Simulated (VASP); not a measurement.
These are vdW-DF-cx, VASP's PBE PAW potentials (set 64) (plane waves; VASP) values and carry that method's errors. For the first row: Settings: 520 eV cut-off, 10×10×10 Γ-centred mesh, first-order Methfessel-Paxton smearing of 0.10 eV, potentials Co Si.

```
system            energy (eV/atom)
----------------  ----------------
CoSi₂ (fluorite)           -5.0401
Co (hcp)                   -4.8250
Si (diamond)               -4.3648
```

The references are the elements' solids at the same level; no temperature or zero-point terms are added.

Problem. What is the formation energy per atom of CoSi2?

Solution. The references average (1×(-4.8250) + 2×(-4.3648))/3 = -4.5182 eV, so the formation energy is -5.0401 − (-4.5182) = -0.522 eV/atom.
